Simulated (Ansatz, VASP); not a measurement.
# Sb (antimonene 3 layers, AB) in two plane-wave programs, part 2 of 2

Aim: how closely do two programs agree when they are given the same cell, functional and k mesh? The structure shown is the start of the Ansatz relaxation below; VASP solves that cell, so the two are compared at the walk's first step.

VASP 6.6.1 and Ansatz 0.2.0.

So far: Starting point; Ansatz: relaxation, PBE with D3(BJ).

### 3. VASP: single point, PBE with D3(BJ), start cell

Level of this step: PBE with D3(BJ); plane waves and PAW (Sb) (VASP).

The same cell, functional, mesh and smearing now go to VASP, with its own data sets.

Lines of VASP's logs that name or quote its potential files are left out, and so is its time.

The input, INCAR:

```
SYSTEM = Sb
PREC = Accurate
ENCUT = 400
EDIFF = 1E-06
NELM = 120
ISMEAR = -1
SIGMA = 0.05
LREAL = .FALSE.
ALGO = Normal
GGA = PE
IVDW = 12
NBANDS = 21
LORBIT = 11
LWAVE = .FALSE.
LCHARG = .FALSE.
ISIF = 2
LDIPOL = .TRUE.
IDIPOL = 3
DIPOL = 0.5 0.5 0.5
LVHAR = .TRUE.
LASPH = .TRUE.
GGA_COMPAT = .FALSE.
NELMDL = -8
KPAR = 2
```

The input, POSCAR:

```
Sb
1.0
    4.1200000000      0.0000000000      0.0000000000
   -2.0600000000      3.5680250000      0.0000000000
    0.0000000000      0.0000000000     52.9500000000
Sb
6
Direct
    0.6666667134      0.3333334268      0.3966005666
    0.3333332866      0.6666665732      0.4277620397
    0.0000000000      0.0000000000      0.4844192635
    0.6666667134      0.3333334268      0.5155807365
    0.6666667134      0.3333334268      0.5722379603
    0.3333332866      0.6666665732      0.6033994334
```

The input, KPOINTS:

```
Automatic mesh
0
Gamma
12 12 1
0 0 0
```

PAW data sets: Sb (PBE family, release 64).

On the command line:

```console
> mpirun -np 2 vasp_std
```

Numbers of over 12 decimals in the logs are rounded to 6 here.

What it wrote:

```text
[banner, memory and clock lines left out]
running    2 mpi-ranks, on    1 nodes
 distrk:  each k-point on    1 cores,    2 groups
 distr:  one band on    1 cores,    1 groups

 POSCAR found type information on POSCAR Sb
 POSCAR found :  1 types and       6 ions
 LDA part: xc-table for (Slater+PW92), standard interpolation
|                                                                             |
|           W    W    AA    RRRRR   N    N  II  N    N   GGGG   !!!           |
|           W    W   A  A   R    R  NN   N  II  NN   N  G    G  !!!           |
|           W    W  A    A  R    R  N N  N  II  N N  N  G       !!!           |
|           W WW W  AAAAAA  RRRRR   N  N N  II  N  N N  G  GGG   !            |
|           WW  WW  A    A  R   R   N   NN  II  N   NN  G    G                |
|           W    W  A    A  R    R  N    N  II  N    N   GGGG   !!!           |
|                                                                             |
|     One of the lattice vectors is very long (>50 A), but AMIN is rather     |
|     large. This can spoil convergence since charge sloshing might occur     |
|     along the long lattice vector. If problems with convergence are         |
|     observed, try to decrease AMIN to a smaller value (e.g. 0.01).          |
|     Note: This warning only applies if the self-consistency cycle is        |
|     used.                                                                   |
|                                                                             |

 POSCAR, INCAR and KPOINTS ok, starting setup
 FFT: planning ... GRIDC
 FFT: planning ... GRID_SOFT
 FFT: planning ... GRID
 WAVECAR not read
 entering main loop
       N       E                     dE             d eps       ncg     rms          rms(c)
DAV:   1     0.180627172326E+03    0.18063E+03   -0.69404E+03   798   0.758E+02
DAV:   2    -0.313355512994E+01   -0.18376E+03   -0.17729E+03  1213   0.147E+02
DAV:   3    -0.233289983825E+02   -0.20195E+02   -0.19968E+02   959   0.557E+01
DAV:   4    -0.240207341409E+02   -0.69174E+00   -0.68926E+00  1161   0.126E+01
DAV:   5    -0.240390332674E+02   -0.18299E-01   -0.18279E-01  1226   0.226E+00
DAV:   6    -0.240392893985E+02   -0.25613E-03   -0.25606E-03  1201   0.235E-01
DAV:   7    -0.240393000407E+02   -0.10642E-04   -0.10640E-04  1260   0.439E-02
DAV:   8    -0.240393004188E+02   -0.37813E-06   -0.37787E-06  1123   0.598E-03    0.510E+00
DAV:   9    -0.239870108919E+02    0.52290E-01   -0.11853E-01  1103   0.244E+00    0.315E+00
DAV:  10    -0.244743469472E+02   -0.48734E+00   -0.20138E+00  1194   0.101E+01    0.159E+00
DAV:  11    -0.239207347504E+02    0.55361E+00   -0.23552E+00  1300   0.819E+00    0.279E-01
DAV:  12    -0.239444222244E+02   -0.23687E-01   -0.28028E-01   946   0.176E+00    0.301E-01
DAV:  13    -0.239420689989E+02    0.23532E-02   -0.11915E-02  1054   0.571E-01    0.230E-01
DAV:  14    -0.239416789723E+02    0.39003E-03   -0.23992E-03  1082   0.224E-01    0.159E-01
[...]
DAV:  24    -0.239409315884E+02   -0.22438E-04   -0.23160E-06   809   0.760E-03    0.508E-03
DAV:  25    -0.239409502802E+02   -0.18692E-04   -0.18825E-06   745   0.596E-03    0.250E-03
DAV:  26    -0.239409633417E+02   -0.13061E-04   -0.57823E-07   660   0.346E-03    0.294E-03
DAV:  27    -0.239409747462E+02   -0.11405E-04   -0.36893E-07   674   0.306E-03    0.238E-03
DAV:  28    -0.239409805452E+02   -0.57990E-05   -0.23999E-07   592   0.183E-03    0.169E-03
DAV:  29    -0.239409833972E+02   -0.28520E-05   -0.74394E-08   487   0.136E-03    0.823E-04
DAV:  30    -0.239409854490E+02   -0.20519E-05   -0.61629E-08   533   0.106E-03    0.104E-03
DAV:  31    -0.239409858939E+02   -0.44488E-06   -0.12509E-08   439   0.712E-04
   1 F= -.26013487E+02 E0= -.26004866E+02  d E =-.172413E-01
```

OUTCAR, selected parts (step 3):

```text
ion  position               nearest neighbor table
   1  0.667  0.333  0.397-   2 2.89   2 2.89   2 2.89
   2  0.333  0.667  0.428-   1 2.89   1 2.89   1 2.89
   3  0.000  0.000  0.484-   4 2.89   4 2.89   4 2.89
   4  0.667  0.333  0.516-   3 2.89   3 2.89   3 2.89   5 3.00
   5  0.667  0.333  0.572-   6 2.89   6 2.89   6 2.89   4 3.00
   6  0.333  0.667  0.603-   5 2.89   5 2.89   5 2.89

  LATTYP: Found a hexagonal cell.
 ALAT       =     4.1200000000
 C/A-ratio  =    12.8519417476

 Subroutine GETGRP returns: Found  6 space group operations
 (whereof  6 operations were pure point group operations)

The static configuration has the point symmetry C_3v.

 Found     19 irreducible k-points:

   k-points           NKPTS =     19   k-points in BZ     NKDIM =     19   number of bands    NBANDS=     21

   dimension x,y,z NGX =    28 NGY =   28 NGZ =  350
   dimension x,y,z NGXF=    56 NGYF=   56 NGZF=  700

   ENCUT  =  400.0 eV  29.40 Ry    5.42 a.u.   6.72  6.72 86.35*2*pi/ulx,y,z

   NELECT =      30.0000    total number of electrons

 k-points in reciprocal lattice and weights: Automatic mesh
   0.00000000  0.00000000  0.00000000       0.007
   0.08333333  0.00000000  0.00000000       0.042
   0.16666667  0.00000000  0.00000000       0.042
   0.25000000 -0.00000000  0.00000000       0.042
   0.33333333 -0.00000000  0.00000000       0.042
   0.41666667  0.00000000  0.00000000       0.042
   0.50000000 -0.00000000  0.00000000       0.021
   0.08333333  0.08333333  0.00000000       0.042
   0.16666667  0.08333333  0.00000000       0.083
[...]
0.33333333  0.25000000  0.00000000       0.083
   0.33333333  0.33333333  0.00000000       0.014

 dipolmoment           0.000000      0.000000     -0.014977 electrons x Angstroem

 average (electrostatic) potential at core
       1 -94.3464       2 -94.4041       3 -94.5245       4 -94.4890       5 -94.5450
       6 -94.5109

 E-fermi :  -1.2261

 k-point     1 :       0.0000    0.0000    0.0000
  band No.  band energies     occupation
    ...
     11      -2.1337      2.00000
     12      -2.1337      2.00000
     13      -2.0557      2.00000
     14      -2.0557      2.00000
     15      -1.2491      1.22635
     16      -0.7803      0.00027
     17       0.1533      0.00000
     18       0.1533      0.00000
     19       0.2372      0.00000
     20       0.3725      0.00000
    ...

 k-point     2 :       0.0833    0.0000    0.0000
  band No.  band energies     occupation
    ...
     10      -2.8009      2.00000
     11      -2.6354      2.00000
     12      -2.3210      2.00000
     13      -2.2495      2.00000
     14      -2.1991      2.00000
     15      -0.9935      0.01891
     16      -0.2626      0.00000
     17      -0.1368      0.00000
     18       0.2736      0.00000
     19       0.3491      0.00000
    ...

 k-point     3 :       0.1667    0.0000    0.0000
  band No.  band energies     occupation
    ...
     11      -3.0088      2.00000
     12      -2.7135      2.00000
     13      -2.5470      2.00000
     14      -2.3528      2.00000
     15      -1.2278      1.01701
     16      -0.6870      0.00004
     17      -0.2741      0.00000
     18       0.1976      0.00000
     19       0.4761      0.00000
     20       1.0134      0.00000
    ...

 Edisp (eV)   -2.07250

  Total      -0.24498    -0.24498     1.66945     0.00000     0.00000    -0.00000
  in kB      -0.50426    -0.50426     3.43632     0.00000     0.00000    -0.00000
  external pressure =        0.81 kB  Pullay stress =        0.00 kB

  energy-cutoff  :      400.00
  volume of cell :      778.38
      direct lattice vectors                 reciprocal lattice vectors
     4.120000000  0.000000000  0.000000000     0.242718447  0.140133547  0.000000000
    -2.060000000  3.568025000  0.000000000     0.000000000  0.280267095  0.000000000
     0.000000000  0.000000000 52.950000000     0.000000000  0.000000000  0.018885741

 POSITION                                       TOTAL-FORCE (eV/Angst)
 -----------------------------------------------------------------------------------
      2.06000      1.18934     21.00000        -0.000000     -0.000000      0.179344
      0.00000      2.37868     22.65000        -0.000000      0.000000      0.124066
      0.00000      0.00000     25.65000        -0.000000     -0.000000     -0.316581
      2.06000      1.18934     27.30000        -0.000000     -0.000000     -0.902630
      2.06000      1.18934     30.30000         0.000000     -0.000000      0.841551
      0.00000      2.37868     31.95000         0.000000      0.000000      0.074251
 -----------------------------------------------------------------------------------
    total drift:                               -0.000000     -0.000063      0.000040

  FREE ENERGIE OF THE ION-ELECTRON SYSTEM (eV)
  ---------------------------------------------------
  free  energy   TOTEN  =       -26.0134868599 eV

  energy  without entropy=      -25.9962455560  energy(sigma->0) =      -26.00486621

 vacuum level on the upper side and lower side of the slab         2.556         2.740

 total charge
# of ion       s       p       d       tot
------------------------------------------
    1        1.214   1.157   0.026   2.397
    2        1.214   1.148   0.030   2.392
    3        1.225   1.131   0.031   2.387
    4        1.229   1.166   0.033   2.428
    5        1.228   1.165   0.033   2.426
    6        1.218   1.147   0.027   2.392
--------------------------------------------------
tot          7.328   6.915   0.180  14.422

[... 3 further parts left out ...]
```

### 4. Side by side

Known differences besides the potentials themselves: Ansatz cuts the interaction across the vacuum, VASP repeats the sheet with a dipole correction; the data sets hold 90 valence electrons in Ansatz (on its default PAW (the set named soft_2) files) and 30 in VASP; the cutoff is 420 eV in Ansatz and 400 eV in VASP. Total energies have different zeros and are not compared.

Forces (eV/Å; atoms numbered as in POSCAR):

```csv
atom,"Ansatz x, y, z","VASP x, y, z"
Sb1,"0.000, 0.000, 0.244","0.000, 0.000, 0.179"
Sb2,"0.000, 0.000, 0.053","0.000, 0.000, 0.124"
Sb3,"0.000, 0.000, -0.261","0.000, 0.000, -0.317"
Sb4,"0.000, 0.000, -0.964","0.000, 0.000, -0.903"
Sb5,"0.000, 0.000, 0.909","0.000, 0.000, 0.842"
Sb6,"0.000, 0.000, 0.020","0.000, 0.000, 0.074"
```

The forces differ by 36 meV/Å r.m.s., which is 11.9 % of the r.m.s. force of 0.305 eV/Å (both taken over all components). With vacuum in the cell, a pressure given here is an average over mostly empty space and none of the material.

### 5. Summary of results

| Item | Value |
| --- | --- |
| r.m.s. force difference (single point, PBE with D3(BJ), start cell) | 12 % of the r.m.s. force |

**Reading.** The r.m.s. force difference is 12 % of the r.m.s. force (single point, PBE with D3(BJ), start cell), beyond the 3 % picked in this series as the mark of a large difference. The data sets hold unlike numbers of valence electrons (90 in Ansatz and 30 in VASP), so part of the differences comes from the potentials. What causes the difference of the single point, PBE with D3(BJ), start cell pair stays open here. 1 further run of this series is not shown here. How closely two codes agree says nothing of how well the functional describes the real material.

[Lines on the potential files, build, host, timing and source positions are cut from VASP's logs without a mark.]

[Logs are printed without paths, hosts, clocks, repeated set-up lines and the standing remarks that a program may print on its own settings, such as how far it seeks lower states.]

[Hosts, paths, dates, database ids (printed as entryN), source tags and the programs' standing remarks are cut or masked in the printed files.]
